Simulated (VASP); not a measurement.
Wanted: an ASE script for a VASP 6.6.1 run.

- Task: single point
- Functional: PBEsol
- Dispersion: D3
- Potentials or basis: VASP PAW PBE potentials, release 64 (Zn, Cl)
- Cutoff: 520 eV
- k mesh: 3 × 3 × 9
- Occupations: gaussian, width 0.1 eV
- Spin: no spin polarisation
- Further INCAR settings: ALGO = Fast; EDIFF = 1.00e-06; NBANDS = 43

ZnCl3:

```xyz
8
Lattice="9.8057 0.0000 0.0000 -4.9029 8.4920 0.0000 0.0000 0.0000 2.9096" Properties=species:S:1:pos:R:3 pbc="T T T"
Zn    4.9029    2.8307    2.1822
Zn    0.0000    5.6613    0.7274
Cl   -0.5807    3.7661    2.1822
Cl    5.4836    4.7259    0.7274
Cl    2.9712    2.3859    0.7274
Cl   -1.3510    7.1119    2.1822
Cl    1.9317    6.1060    2.1822
Cl    6.2538    1.3801    0.7274
```

The cell comes from a database or a generator and needn't be the stable form of this composition.

The input as run:

run.py

```python
from ase import Atoms
from ase.calculators.vasp import Vasp
from ase.dft.bandgap import bandgap

atoms = Atoms(
    ['Zn', 'Zn', 'Cl', 'Cl', 'Cl', 'Cl', 'Cl', 'Cl'],
    cell=[[9.8057062174, 0.0, 0.0], [-4.9028531087, 8.4919906863, 0.0], [0.0, 0.0, 2.909555]],
    scaled_positions=[[0.6666666667, 0.3333333333, 0.75], [0.3333333333, 0.6666666667, 0.25], [0.16252099, 0.443485, 0.75], [0.83747901, 0.556515, 0.25], [0.443485, 0.28096401, 0.25], [0.28096401, 0.83747901, 0.75], [0.556515, 0.71903599, 0.75], [0.71903599, 0.16252099, 0.25]],
    pbc=True,
)
calc = Vasp(
    directory='calc',
    xc='pbesol',
    pp='PBE',
    setups='recommended',
    prec='Accurate',
    encut=520,
    ediff=1e-06,
    ismear=0,
    sigma=0.1,
    lreal=False,
    lasph=True,
    nelm=100,
    algo='Fast',
    isif=2,
    lwave=False,
    lcharg=False,
    ivdw=11,
    kpts=[3, 3, 9],
    gamma=True,
    nbands=43,
)
atoms.calc = calc

print('energy (eV):', atoms.get_potential_energy())
print('free energy (eV):', atoms.get_potential_energy(force_consistent=True))
print('forces (eV/A):')
print(atoms.get_forces())
print('stress (eV/A^3, Voigt):', atoms.get_stress())
print('Fermi level (eV):', calc.get_fermi_level())
gap, top, bottom = bandgap(calc)
print('band gap (eV):', gap, 'from (spin, k, band)', top, 'to', bottom)
```

Potentials or basis: VASP PAW PBE potentials, release 64 (Zn, Cl).

Run with:

```console
$ python run.py
```

It gave:

```json
{"Pressure": "-1.6 GPa", "Largest force": "0.271 eV/Å", "Band gap on the k mesh": "none (metal or under the smearing width)", "Dispersion energy per atom": "-0.080 eV"}
```

Caveat: the PAW data sets were made with another functional, which shifts forces and pressure a little; pairwise dispersion overbinds metals, which lowers pressure and volume.

Run time: 2.2 min on 1 thread of AMD EPYC 9R45 (Zen 5), on a shared host, peak memory 0.39 GiB.
